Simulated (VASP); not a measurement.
Given:

```
ZrS2
1.0
    1.80096    -3.16632     0.00000
    1.80096     3.16632     0.00000
    0.00000     0.00000     5.79471
Zr S
1 2
Direct
  0.00000   0.00000   0.00000
  0.33333   0.66667   0.25000
  0.68374   0.35040   0.75000
```

Computed with PBE GGA, VASP's PBE PAW potentials (set 64) (plane waves; VASP 6.6.1). Numerical set-up: 400 eV cut-off, 6×6×4 Γ-centred mesh, first-order Methfessel-Paxton smearing of 0.010 eV, potentials Zr_sv S.

### Question
Which forces act on the atoms, in eV/Å?

### Answer

| atom | Fx | Fy | Fz |
|---|---|---|---|
| Zr1 | 0.110 | 0.020 | 0.032 |
| S2 | 0.185 | 0.059 | 0.194 |
| S3 | -0.295 | -0.080 | -0.226 |

### Question
Give the stress tensor in GPa (positive for a compressed cell).

### Answer

```
4.89  0.61  1.63
0.61  2.90  0.51
1.63  0.51  3.64
```
The pressure is its mean diagonal, 3.81 GPa.

The compound is ZrS2 in the 1T layered structure. The cell was not relaxed at this level, atoms are displaced from their ideal sites. The run is one of a series of settings (ISMEAR = 1, SIGMA = 0.01 against the base run), some of them coarse on purpose.
